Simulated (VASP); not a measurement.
Data:

```
AlO4P
1.0
   -2.55429     2.55429     3.75364
    2.55429    -2.55429     3.75364
    2.55429     2.55429    -3.75364
Al P O
1 1 4
Direct
  0.00000   0.00000   0.00000
  0.75000   0.25000   0.50000
  0.96198   0.59811   0.82493
  0.40189   0.22682   0.36387
  0.77318   0.13705   0.17507
  0.86295   0.03802   0.63613
```

The numbers are results of LDA (Ceperley-Alder, Perdew-Zunger), VASP's LDA PAW potentials (set 64) (plane waves; VASP), not measurements. Numerical set-up: 400 eV cut-off, 5×5×5 Γ-centred mesh, Fermi-Dirac smearing of 0.050 eV, potentials Al P O.

**Question.** Give the energies of bands 6 to 19 at the high-symmetry points, in eV from the valence-band maximum.

**Answer.** 
| band | Γ | X | P | N | M | S | R |
|---|---|---|---|---|---|---|---|
| 6 | -5.59 | -6.71 | -6.68 | -6.00 | -6.48 | -6.44 | -6.59 |
| 7 | -5.59 | -5.08 | -5.15 | -5.39 | -5.15 | -5.24 | -5.15 |
| 8 | -5.36 | -5.08 | -5.10 | -5.21 | -5.15 | -5.10 | -5.12 |
| 9 | -2.50 | -2.64 | -2.72 | -2.81 | -2.62 | -2.72 | -2.72 |
| 10 | -2.13 | -2.62 | -2.57 | -2.33 | -2.40 | -2.49 | -2.57 |
| 11 | -1.70 | -2.10 | -2.06 | -2.08 | -2.10 | -2.24 | -2.24 |
| 12 | -1.70 | -2.09 | -1.89 | -1.76 | -2.10 | -1.87 | -1.83 |
| 13 | -1.65 | -1.49 | -1.49 | -1.63 | -1.97 | -1.61 | -1.54 |
| 14 | -0.58 | -0.51 | -0.55 | -0.60 | -0.83 | -0.75 | -0.64 |
| 15 | 0.00 | -0.28 | -0.35 | -0.35 | -0.25 | -0.43 | -0.38 |
| 16 | 0.00 | -0.28 | -0.32 | -0.12 | -0.25 | -0.21 | -0.30 |
| 17 | 5.36 | 8.19 | 8.59 | 7.42 | 8.09 | 8.35 | 8.67 |
| 18 | 8.37 | 8.60 | 8.62 | 8.29 | 8.47 | 8.66 | 8.71 |
| 19 | 9.71 | 9.39 | 8.64 | 9.30 | 9.63 | 8.87 | 8.89 |

The gap is direct, 5.36 eV, from the valence maximum at Γ to the conduction minimum at Γ.

The structure comes from a computed database's AlPO4 entry (I-4); how it stands against other phases isn't given here. The cell was not relaxed at this level.
